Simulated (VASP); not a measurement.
The input files of a VASP run:

**KPOINTS**
```
k-points along high-symmetry lines
6
Line-mode
Reciprocal
  0.000000   0.000000   0.000000 ! GAMMA
  0.500000  -0.500000   0.500000 ! H

  0.500000  -0.500000   0.500000 ! H
  0.000000  -0.000000   0.500000 ! N

  0.000000  -0.000000   0.500000 ! N
  0.000000   0.000000   0.000000 ! GAMMA

  0.000000   0.000000   0.000000 ! GAMMA
  0.250000   0.250000   0.250000 ! P

  0.250000   0.250000   0.250000 ! P
  0.500000  -0.500000   0.500000 ! H

  0.250000   0.250000   0.250000 ! P
  0.000000  -0.000000   0.500000 ! N
```

INCAR:
```
SYSTEM = Ba
PREC = Accurate
ENCUT = 400
EDIFF = 1E-6
NELM = 100
ALGO = Normal
LREAL = .FALSE.
LASPH = .TRUE.
ISMEAR = 1
SIGMA = 0.1
GGA = PE
LMAXMIX = 4
LWAVE = .FALSE.
LCHARG = .FALSE.
ISIF = 2
```

File POSCAR:
```
Ba
1
   -2.5602000000     2.5602000000     2.5602000000
    2.5602000000    -2.5602000000     2.5602000000
    2.5602000000     2.5602000000    -2.5602000000
Ba
1
Direct
  0.0000000000   0.0000000000   0.0000000000
```

POTCAR, in this order: Ba_sv (PBE.64 set). Program: vasp_std.

The run wrote:

**standard output**
```
 POSCAR found type information on POSCAR Ba
 POSCAR found :  1 types and       1 ions
 Reading from existing POTCAR
 Reading from existing POTCAR
 LDA part: xc-table for (Slater+PW92), standard interpolation
 POSCAR, INCAR and KPOINTS ok, starting setup
 WAVECAR not read
 entering main loop
       N       E                     dE             d eps       ncg     rms          rms(c)
DAV:   1     0.503753949308E+02    0.50375E+02   -0.38042E+03   648   0.741E+02
DAV:   2    -0.193211234517E+00   -0.50569E+02   -0.49178E+02   768   0.140E+02
DAV:   3    -0.220144371364E+01   -0.20082E+01   -0.20035E+01   831   0.321E+01
DAV:   4    -0.224495021534E+01   -0.43507E-01   -0.43483E-01  1060   0.416E+00
DAV:   5    -0.224511883269E+01   -0.16862E-03   -0.16850E-03   879   0.165E-01    0.204E+00
DAV:   6    -0.225479666201E+01   -0.96778E-02   -0.50086E-03   879   0.777E-01    0.124E+00
DAV:   7    -0.226471378627E+01   -0.99171E-02   -0.15068E-02   706   0.138E+00    0.736E-02
DAV:   8    -0.226523988813E+01   -0.52610E-03   -0.65545E-04  1005   0.161E-01    0.350E-02
DAV:   9    -0.226527528201E+01   -0.35394E-04   -0.27050E-05   943   0.440E-02    0.117E-02
DAV:  10    -0.226527933258E+01   -0.40506E-05   -0.11902E-05   888   0.245E-02    0.210E-03
DAV:  11    -0.226527976224E+01   -0.42966E-06   -0.78951E-07   624   0.902E-03
   1 F= -.22652798E+01 E0= -.22651521E+01  d E =-.383063E-03
```

OUTCAR:
```
------------------------ aborting loop because EDIFF is reached ----------------------------------------
  FORCE on cell =-STRESS in cart. coord.  units (eV):
  Direction    XX          YY          ZZ          XY          YZ          ZX
  --------------------------------------------------------------------------------------
  Total       -1.3212780     -1.3212780     -1.3212780     -0.0000000     -0.0000000     -0.0000000
  in kB      -31.5371979    -31.5371979    -31.5371979     -0.0000000     -0.0000000     -0.0000000
  external PRESSURE =     -31.5371979 kB  Pullay stress =       0.0000000 kB
  volume of cell :       67.12
      direct lattice vectors                 reciprocal lattice vectors
    -2.560200000  2.560200000  2.560200000     0.000000000  0.195297242  0.195297242
     2.560200000 -2.560200000  2.560200000     0.195297242  0.000000000  0.195297242
     2.560200000  2.560200000 -2.560200000     0.195297242  0.195297242  0.000000000
 POSITION                                       TOTAL-FORCE (eV/Angst)
 -----------------------------------------------------------------------------------
      0.00000      0.00000      0.00000         0.000000      0.000000     -0.000000
 -----------------------------------------------------------------------------------
    total drift:                               -0.000000     -0.000000      0.000000
  FREE ENERGIE OF THE ION-ELECTRON SYSTEM (eV)
  ---------------------------------------------------
  free  energy   TOTEN  =        -2.2652797622 eV

  energy  without entropy=       -2.2648966991  energy(sigma->0) =       -2.26515207
```
(Selected blocks of OUTCAR.)

### Question
The run ends quietly. Is anything wrong with it?

### Answer
The cause: a line-mode KPOINTS file was used for a self-consistent run. The run ends without an error. Against the sound run, the energy per atom (σ→0) falls by 0.359 eV/atom; the pressure falls by 2.63 GPa. To mend it, correct KPOINTS.
**KPOINTS**
```
Automatic mesh
0
Gamma
8 8 8
0 0 0
```
The mended run (PBE GGA, plane waves, VASP's PBE PAW potentials (set 64)) converges, and its OSZICAR ends with
```
   1 F= -.19057976E+01 E0= -.19059942E+01  d E =0.589734E-03
```

The compound is Ba in the bcc structure. The cell was not relaxed at this level.
